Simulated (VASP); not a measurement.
# SrO: exact exchange and RPA correlation, part 2 of 6

How do semilocal functionals compare with the RPA for SrO, and at what cost? The scan starts from a database cell scaled to its smallest volume. The cell is of the rock-salt type. The start is a cell from a database of measured crystal structures.

VASP 6.6.1, plane waves and PAW; the level of theory is named at each step.

So far. Step 3 (Exact exchange, volume ratio 0.94): The Hartree-Fock energy on these orbitals is -14.8724 eV an atom. Step 4 (Empty bands, volume ratio 0.94): WAVECAR now holds 720 bands for 16 electrons.

The database entry behind the starting cell differs from other determinations of this structure, so it need not match the best structure at room temperature.

**5. RPA correlation, volume ratio 0.94**

This step: RPA correlation on PBE orbitals; plane waves and PAW (Sr_sv_GW, O_GW) (VASP 6.6.1).

The RPA correlation energy follows from the response function on imaginary frequencies; VASP computes it for a row of response cutoffs and extrapolates.

File INCAR:

```
SYSTEM = SrO
PREC = Accurate
ENCUT = 460
ISMEAR = 0
SIGMA = 0.05
LREAL = .FALSE.
GGA = PE
NBANDS = 720
ALGO = ACFDT
ENCUTGW = 200
NOMEGA = 12
PRECFOCK = Fast
LWAVE = .FALSE.
LCHARG = .FALSE.
```

File POSCAR:

```
SrO
1.0
    0.0000000000      2.5139118308      2.5139118308
    2.5139118308      0.0000000000      2.5139118308
    2.5139118308      2.5139118308      0.0000000000
Sr O
1 1
Direct
    0.5000000000      0.5000000000      0.5000000000
    0.0000000000      0.0000000000      0.0000000000
```

File KPOINTS:

```
Automatic mesh
0
Gamma
4 4 4
0 0 0
```

PAW data sets: Sr_sv_GW and O_GW (PBE family, release 64).

The run is started by

```
> mpirun -np 8 vasp_std
```

The log of the run:

```text
[banner, memory and clock lines left out]
running    8 mpi-ranks, on    1 nodes
 distrk:  each k-point on    8 cores,    1 groups
 distr:  one band on    1 cores,    8 groups

 POSCAR found type information on POSCAR SrO
 POSCAR found :  2 types and       2 ions
 [... a notice as in an earlier step ...]

 LDA part: xc-table for (Slater+PW92), standard interpolation
 found WAVECAR, reading the header
 POSCAR, INCAR and KPOINTS ok, starting setup
 FFT: planning ... GRIDC
 FFT: planning ... GRID_SOFT
 FFT: planning ... GRID
 reading WAVECAR
 the WAVECAR file was read successfully
 initial charge from wavefunction
 available memory per node:     95.35 GB, setting MAXMEM to     97639

 The Fermi energy was updated, please check that it is located mid-gap
 values below the HOMO (VB) or above the LUMO (CB) will cause erroneous energies
 E-fermi :   5.2530

 the WAVEDER file was read successfully
 set NWRITE>2 for more details about minimax calculation
 number of imaginary grid points requested:      12
 number of distinct grids requested:  1
 quadrature errors minimized for energies in [ 0.326E+01, 0.483E+03 ]
 bosonic grid (T=0, re) determined with error: 0.7343E-08
 bosonic grid (re): 0.7343E-08
       0.7276       2.3436       4.4906       7.6961      12.8047
      21.2512      35.5632      60.3397     104.3219     185.6879
     351.8077     820.7969
energies w=
    0.000    0.728    0.000    2.344    0.000    4.491    0.000    7.696
    0.000   12.805    0.000   21.251    0.000   35.563    0.000   60.340
    0.000  104.322    0.000  185.688    0.000  351.808    0.000  820.797
 responsefunction array rank=     216
 LDA part: xc-table for (Slater+PW92), standard interpolation

 min. memory requirement per mpi rank    134.1 MB, per node   1072.6 MB

 allocating   2 responsefunctions rank=   216
 shmem allocating  12 responsefunctions rank=   216
 response function shared by NCSHMEM nodes    1
 Doing            2  frequencies on each core in blocks of           12
NQ=   1    0.0000    0.0000    0.0000,
|.........|.........|.........|.........
 performed       4338000 updates of chi_q(r,r)
 total number of BLAS operations       1137.00 Gflops
NQ=   2    0.2500    0.0000    0.0000,
|.........|.........|.........|.........
 performed       8676000 updates of chi_q(r,r)
 total number of BLAS operations       2511.39 Gflops
NQ=   3    0.5000    0.0000    0.0000,
|.........|.........|.........|.........
 performed      13014000 updates of chi_q(r,r)
 total number of BLAS operations       4041.92 Gflops
NQ=   4    0.2500    0.2500    0.0000,
|.........|.........|.........|.........
 performed      17352000 updates of chi_q(r,r)
 total number of BLAS operations       5458.06 Gflops
NQ=   5    0.5000    0.2500    0.0000,
|.........|.........|.........|.........
 performed      21690000 updates of chi_q(r,r)
 total number of BLAS operations       6902.38 Gflops
NQ=   6   -0.2500    0.2500    0.0000,
|.........|.........|.........|.........
 performed      26028000 updates of chi_q(r,r)
 total number of BLAS operations       8432.91 Gflops
NQ=   7    0.5000    0.5000    0.0000,
|.........|.........|.........|.........
 performed      30366000 updates of chi_q(r,r)
 total number of BLAS operations       9905.69 Gflops
NQ=   8   -0.2500    0.5000    0.2500,
|.........|.........|.........|.........
 performed      34704000 updates of chi_q(r,r)
 total number of BLAS operations      11407.21 Gflops
 entering main loop
```

Run time: 86 s. Hardware: 8 MPI ranks of AMD EPYC 7R43, shared host; peak memory 1.4 GiB; 11 min of CPU time.

From OUTCAR (step 5):

```text
   k-points           NKPTS =      8   k-points in BZ     NKDIM =     64   number of bands    NBANDS=    720

   NELECT =      16.0000    total number of electrons

 E-fermi :   5.2530

 Hartree contr. to MP2          -12.118464      0.000000

 Hartree contr. to MP2           -6.123932      0.000000

 Hartree contr. to MP2           -1.492566      0.000000

 Hartree contr. to MP2           -2.994438      0.000000

      cutoff energy     smooth cutoff   RPA   correlation   Hartree contr. to MP2

      cutoff energy     smooth cutoff   RPA   correlation   Hartree contr. to MP2
---------------------------------------------------------------------------------
            200.000           160.000      -21.3044006444      -32.6033815765
            190.476           152.381      -20.9892973998      -32.2132912074
            181.406           145.125      -20.6633579481      -31.8049452785
            172.768           138.214      -20.3236123276      -31.3742235229
            164.541           131.632      -19.9799251742      -30.9330671197
            156.705           125.364      -19.6254437485      -30.4717082931
            149.243           119.394      -19.2609132108      -29.9909241467
            142.136           113.709      -18.8893291058      -29.4936522739
  linear regression

  converged value                          -24.8589782222      -37.2018139040

[... 7 parts as in an earlier step ...]

[... 2 further parts left out ...]
```

Read from the output:

- RPA correlation energy: -24.86 eV

The correlation energy is -12.429 eV an atom. With exact exchange the total is -27.3019 eV an atom.

**6. Comparison: r2SCAN, volume ratio 0.94**

This step: r2SCAN; plane waves and PAW (Sr_sv_GW, O_GW) (VASP 6.6.1).

For comparison the same cell is computed with r2SCAN.

File INCAR:

```
SYSTEM = SrO
PREC = Accurate
ENCUT = 460
EDIFF = 1E-06
NELM = 100
ISMEAR = 0
SIGMA = 0.05
LREAL = .FALSE.
ALGO = Normal
METAGGA = R2SCAN
LASPH = .TRUE.
NBANDS = 14
LWAVE = .FALSE.
LCHARG = .FALSE.
KPAR = 8
```

POSCAR is that of step 5.

KPOINTS is that of step 5.

The run is started by

```
> mpirun -np 8 vasp_std
```

The log of the run:

```text
[banner, memory and clock lines left out]
running    8 mpi-ranks, on    1 nodes
 distrk:  each k-point on    1 cores,    8 groups
 distr:  one band on    1 cores,    1 groups

 POSCAR found type information on POSCAR SrO
 POSCAR found :  2 types and       2 ions
 [... a notice as in an earlier step ...]

|                                                                             |
|               ----> ADVICE to this user running VASP <----                  |
|                                                                             |
|     You enforced a specific xc type in the INCAR file but a different       |
|     [... a line on the potential file left out ...]
|     I HOPE YOU KNOW WHAT YOU ARE DOING!                                     |
|                                                                             |

 LDA part: xc-table for (None), standard interpolation
 POSCAR, INCAR and KPOINTS ok, starting setup
 FFT: planning ... GRIDC
 FFT: planning ... GRID_SOFT
 FFT: planning ... GRID
 WAVECAR not read
 entering main loop
       N       E                     dE             d eps       ncg     rms          rms(c)
DAV:   1     0.753343E+02    0.75334E+02   -0.76723E+03   224   0.101E+03
DAV:   2    -0.370824E+02   -0.11242E+03   -0.95437E+02   306   0.302E+02
DAV:   3    -0.426057E+02   -0.55233E+01   -0.54848E+01   308   0.611E+01
DAV:   4    -0.427125E+02   -0.10671E+00   -0.10670E+00   288   0.675E+00
DAV:   5    -0.427132E+02   -0.70507E-03   -0.70507E-03   296   0.541E-01    0.106E+01
DAV:   6    -0.315705E+02    0.11143E+02   -0.58493E+00   260   0.286E+01    0.853E+00
DAV:   7    -0.317112E+02   -0.14072E+00   -0.57425E-01   236   0.631E+00    0.355E+00
DAV:   8    -0.317438E+02   -0.32658E-01   -0.11396E-01   296   0.539E+00    0.123E+00
DAV:   9    -0.317680E+02   -0.24153E-01   -0.12293E-01   306   0.381E+00    0.101E+00
DAV:  10    -0.317485E+02    0.19520E-01   -0.26327E-02   336   0.242E+00    0.222E-01
DAV:  11    -0.317474E+02    0.10432E-02   -0.24591E-03   294   0.581E-01    0.953E-02
DAV:  12    -0.317474E+02    0.44114E-04   -0.61045E-04   342   0.331E-01    0.314E-02
DAV:  13    -0.317474E+02    0.78973E-05   -0.46906E-05   236   0.689E-02    0.113E-02
DAV:  14    -0.317474E+02    0.11785E-05   -0.42386E-06   294   0.220E-02    0.746E-03
DAV:  15    -0.317474E+02    0.30675E-07   -0.19665E-07   112   0.731E-03
   1 F= -.31747380E+02 E0= -.31747380E+02  d E =-.323300E-20
```

Run time: 15 s. Hardware: 8 MPI ranks; peak memory 1.1 GiB.

Parts of OUTCAR (step 6):

```text
   NELECT =      16.0000    total number of electrons

 E-fermi :   3.5970

 k-point     1 :       0.0000    0.0000    0.0000
  band No.  band energies     occupation
    ...
      4     -10.7558      2.00000
      5     -10.7558      2.00000
      6       3.2785      2.00000
      7       3.2785      2.00000
      8       3.2785      2.00000
      9       8.4695      0.00000
     10      10.2717      0.00000
     11      10.2717      0.00000
     12      10.2717      0.00000
     13      12.7780      0.00000
    ...

  Total        1.4911693      1.4911693      1.4911693     -0.0000000     -0.0000000     -0.0000000
  in kB       75.1895357     75.1895357     75.1895357     -0.0000000     -0.0000000     -0.0000000
  external PRESSURE =      75.1895357 kB  Pullay stress =       0.0000000 kB

 POSITION                                       TOTAL-FORCE (eV/Angst)
 -----------------------------------------------------------------------------------
      2.51391      2.51391      2.51391         0.000000     -0.000000      0.000000
      0.00000      0.00000      0.00000        -0.000000      0.000000     -0.000000
 -----------------------------------------------------------------------------------
    total drift:                                0.000000      0.000000      0.000000

  FREE ENERGIE OF THE ION-ELECTRON SYSTEM (eV)
  ---------------------------------------------------
  free  energy   TOTEN  =       -31.7473801492 eV

  energy  without entropy=      -31.7473801492  energy(sigma->0) =      -31.74738015

[... 8 parts as in an earlier step ...]

[... 8 further parts left out ...]
```

The PAW data sets were made with PBE, which is usual practice but a small mismatch for other functionals.

This step gave:

| Property | Result |
| --- | --- |
| free energy (TOTEN) | -31.75 eV |
| Fermi energy | 3.597 eV |
| pressure | 7.519 GPa |
| gap on the k-mesh | 3.755 eV |
| least direct gap on the k-mesh | 3.772 eV |

Its energy is -15.8737 eV an atom, on a zero of its own.

**7. Orbitals for comparison: HSE06, volume ratio 0.94**

This step: PBE; plane waves and PAW (Sr_sv_GW, O_GW) (VASP 6.6.1).

A hybrid converges faster from good orbitals, so a cheap PBE run writes WAVECAR first.

File INCAR:

```
SYSTEM = SrO
PREC = Accurate
ENCUT = 460
EDIFF = 1E-05
NELM = 100
ISMEAR = 0
SIGMA = 0.05
LREAL = .FALSE.
ALGO = Normal
GGA = PE
NBANDS = 14
LORBIT = 11
LWAVE = .TRUE.
LCHARG = .FALSE.
KPAR = 8
```

POSCAR is that of step 6.

KPOINTS is that of step 6.

The run is started by

```
> mpirun -np 8 vasp_std
```

The log of the run:

```text
[banner, memory and clock lines left out]
running    8 mpi-ranks, on    1 nodes
 distrk:  each k-point on    1 cores,    8 groups
 distr:  one band on    1 cores,    1 groups

 POSCAR found type information on POSCAR SrO
 POSCAR found :  2 types and       2 ions
 [... a notice as in an earlier step ...]

 LDA part: xc-table for (Slater+PW92), standard interpolation
 POSCAR, INCAR and KPOINTS ok, starting setup
 FFT: planning ... GRIDC
 FFT: planning ... GRID_SOFT
 FFT: planning ... GRID
 WAVECAR not read
 entering main loop
       N       E                     dE             d eps       ncg     rms          rms(c)
[... 12 cycles as in an earlier step ...]
DAV:  13    -0.167132E+02    0.27070E-05   -0.48961E-06   172   0.304E-02
   1 F= -.16713229E+02 E0= -.16713229E+02  d E =-.218793E-23
 writing wavefunctions
```

Run time: 3.4 s. Hardware: 8 MPI ranks; peak memory 1.1 GiB.

Parts of OUTCAR (step 7):

```text
   NELECT =      16.0000    total number of electrons

 E-fermi :   3.9663

 k-point     1 :       0.0000    0.0000    0.0000
  band No.  band energies     occupation
    ...
      4     -10.0218      2.00000
      5     -10.0218      2.00000
      6       3.6204      2.00000
      7       3.6204      2.00000
      8       3.6204      2.00000
      9       8.1314      0.00000
     10      10.0245      0.00000
     11      10.0245      0.00000
     12      10.0245      0.00000
     13      12.3523      0.00000
    ...

  Total        1.8679849      1.8679849      1.8679849     -0.0000000     -0.0000000      0.0000000
  in kB       94.1897869     94.1897869     94.1897869     -0.0000000     -0.0000000      0.0000000
  external PRESSURE =      94.1897869 kB  Pullay stress =       0.0000000 kB

  FREE ENERGIE OF THE ION-ELECTRON SYSTEM (eV)
  ---------------------------------------------------
  free  energy   TOTEN  =       -16.7132294559 eV

  energy  without entropy=      -16.7132294559  energy(sigma->0) =      -16.71322946

[... 9 parts as in an earlier step ...]

[... 9 further parts left out ...]
```

Read from the output:

```yaml
free_energy_toten: -16.71 eV
fermi_energy: 3.966 eV
pressure: 9.419 GPa
gap_on_the_k_mesh: 3.264 eV
least_direct_gap_on_the_k_mesh: 3.286 eV
```

The run ends at a pressure of 9.42 GPa.

**8. Comparison: HSE06, volume ratio 0.94**

This step: HSE06; plane waves and PAW (Sr_sv_GW, O_GW) (VASP 6.6.1).

For comparison the same cell is computed with HSE06.

File INCAR:

```
SYSTEM = SrO
PREC = Accurate
ENCUT = 460
EDIFF = 1E-06
NELM = 100
ISMEAR = 0
SIGMA = 0.05
LREAL = .FALSE.
ALGO = Normal
LHFCALC = .TRUE.
AEXX = 0.25
GGA = PE
HFSCREEN = 0.2
LASPH = .TRUE.
NBANDS = 14
PRECFOCK = Fast
LWAVE = .FALSE.
LCHARG = .FALSE.
KPAR = 8
```

POSCAR is that of step 7.

KPOINTS is that of step 7.

The WAVECAR or CHGCAR of an earlier step is read.

The run is started by

```
> mpirun -np 8 vasp_std
```

The log of the run:

```text
[banner, memory and clock lines left out]
running    8 mpi-ranks, on    1 nodes
 distrk:  each k-point on    1 cores,    8 groups
 distr:  one band on    1 cores,    1 groups

 POSCAR found type information on POSCAR SrO
 POSCAR found :  2 types and       2 ions
 [... a notice as in an earlier step ...]

 LDA part: xc-table for (Slater+PW92), standard interpolation
 found WAVECAR, reading the header
 POSCAR, INCAR and KPOINTS ok, starting setup
 FFT: planning ... GRIDC
 FFT: planning ... GRID_SOFT
 FFT: planning ... GRID
 reading WAVECAR
 the WAVECAR file was read successfully
 initial charge from wavefunction
 entering main loop
       N       E                     dE             d eps       ncg     rms          rms(c)
DAV:   1    -0.194690E+02   -0.19469E+02   -0.23724E-01   242   0.731E+00    0.166E+00
DAV:   2    -0.194660E+02    0.30163E-02   -0.15784E-02   310   0.169E+00    0.466E-01
DAV:   3    -0.194653E+02    0.68154E-03   -0.28338E-03   266   0.479E-01    0.295E-01
DAV:   4    -0.194648E+02    0.47925E-03   -0.47543E-04   242   0.333E-01    0.146E-01
DAV:   5    -0.194647E+02    0.12412E-03   -0.20300E-04   272   0.192E-01    0.811E-02
DAV:   6    -0.194646E+02    0.40692E-04   -0.16755E-05   236   0.610E-02    0.486E-02
DAV:   7    -0.194646E+02    0.11345E-04   -0.75707E-06   296   0.328E-02    0.266E-02
DAV:   8    -0.194646E+02    0.28465E-05   -0.24701E-06   254   0.242E-02    0.169E-02
DAV:   9    -0.194646E+02    0.53964E-06   -0.85684E-07   124   0.151E-02
   1 F= -.19464627E+02 E0= -.19464627E+02  d E =-.788292E-16
```

Run time: 24 s. Hardware: 8 MPI ranks; peak memory 1.8 GiB.

OUTCAR, selected parts (step 8):

```text
   k-points           NKPTS =      8   k-points in BZ     NKDIM =     64   number of bands    NBANDS=     14

   NELECT =      16.0000    total number of electrons

 E-fermi :   2.7824

 k-point     1 :       0.0000    0.0000    0.0000
  band No.  band energies     occupation
    ...
      4     -11.7405      2.00000
      5     -11.7405      2.00000
      6       2.5064      2.00000
      7       2.5064      2.00000
      8       2.5066      2.00000
      9       8.5768      0.00000
     10      10.6349      0.00000
     11      10.6349      0.00000
     12      10.6349      0.00000
     13      13.0465      0.00000
    ...

  FREE ENERGIE OF THE ION-ELECTRON SYSTEM (eV)
  ---------------------------------------------------
  free  energy   TOTEN  =       -19.4646272659 eV

  energy  without entropy=      -19.4646272659  energy(sigma->0) =      -19.46462727

[... 9 parts as in an earlier step ...]

[... 8 further parts left out ...]
```

The k-mesh is coarse for exact exchange; levels may shift by about 0.1 eV on a finer one.

This step gave:

- free energy (TOTEN): -19.46 eV
- Fermi energy: 2.782 eV
- gap on the k-mesh: 4.796 eV
- least direct gap on the k-mesh: 4.821 eV

Its energy is -9.7323 eV an atom, on a zero of its own.

**9. Orbitals, volume ratio 0.97**

This step: PBE; plane waves and PAW (Sr_sv_GW, O_GW) (VASP 6.6.1).

The same chain follows at a volume ratio of 0.97.

File INCAR:

```
SYSTEM = SrO
PREC = Accurate
ENCUT = 460
EDIFF = 1E-08
NELM = 100
ISMEAR = 0
SIGMA = 0.05
LREAL = .FALSE.
ALGO = Normal
GGA = PE
NBANDS = 14
LORBIT = 11
LWAVE = .TRUE.
LCHARG = .FALSE.
KPAR = 8
```

File POSCAR:

```
SrO
1.0
    0.0000000000      2.5403760054      2.5403760054
    2.5403760054      0.0000000000      2.5403760054
    2.5403760054      2.5403760054      0.0000000000
Sr O
1 1
Direct
    0.5000000000      0.5000000000      0.5000000000
    0.0000000000      0.0000000000      0.0000000000
```

KPOINTS is that of step 8.

The run is started by

```
> mpirun -np 8 vasp_std
```

The log of the run:

```text
[... set-up lines as in an earlier step ...]
 entering main loop
       N       E                     dE             d eps       ncg     rms          rms(c)
DAV:   1     0.101763E+03    0.10176E+03   -0.73867E+03   224   0.979E+02
DAV:   2    -0.145292E+02   -0.11629E+03   -0.95708E+02   292   0.311E+02
DAV:   3    -0.203779E+02   -0.58487E+01   -0.58084E+01   322   0.596E+01
DAV:   4    -0.204477E+02   -0.69789E-01   -0.69781E-01   272   0.555E+00
[...]
DAV:  16    -0.167675E+02   -0.47987E-07   -0.49653E-08   266   0.203E-03    0.288E-03
DAV:  17    -0.167675E+02   -0.31683E-07   -0.43133E-09   118   0.757E-04    0.719E-04
DAV:  18    -0.167675E+02    0.22499E-08   -0.79352E-10   112   0.331E-04
   1 F= -.16767534E+02 E0= -.16767534E+02  d E =-.947342E-11
 writing wavefunctions
```

Wall time 4 s (8 MPI ranks); peak memory 1.1 GiB.

From OUTCAR (step 9):

```text
  Total        1.1508327      1.1508327      1.1508327     -0.0000000     -0.0000000      0.0000000
  in kB       56.2339721     56.2339721     56.2339721     -0.0000000     -0.0000000      0.0000000
  external PRESSURE =      56.2339721 kB  Pullay stress =       0.0000000 kB

 POSITION                                       TOTAL-FORCE (eV/Angst)
 -----------------------------------------------------------------------------------
      2.54038      2.54038      2.54038        -0.000000      0.000000      0.000000
      0.00000      0.00000      0.00000         0.000000     -0.000000     -0.000000
 -----------------------------------------------------------------------------------
    total drift:                                0.000000      0.000000      0.000000

  FREE ENERGIE OF THE ION-ELECTRON SYSTEM (eV)
  ---------------------------------------------------
  free  energy   TOTEN  =       -16.7675341404 eV

  energy  without entropy=      -16.7675341404  energy(sigma->0) =      -16.76753414

[... 1 part as in an earlier step ...]

[... 2 further parts left out ...]
[key lines of the parts left out:]
E-fermi :   3.6307
```

The run ends at a pressure of 5.62 GPa.

[end of part 2 of 6]

[Long decimals in the printed logs are rounded to 6 places.]

[Lines on the potential files, build, host, timing and source positions are cut from VASP's logs without a mark.]

[Logs are printed without paths, hosts, clocks, repeated set-up lines and the standing remarks that a program may print on its own settings, such as how far it seeks lower states.]

[Hosts, paths, dates, database ids (printed as entryN), source tags and the programs' standing remarks are cut or masked in the printed files.]

[Measured values are set beside computed ones only where the two were judged alike; some that the calculation misses by far are left out.]

[Pressures printed for these runs are not shown converged in the cutoff: they can be off by several GPa and have the wrong sign.]
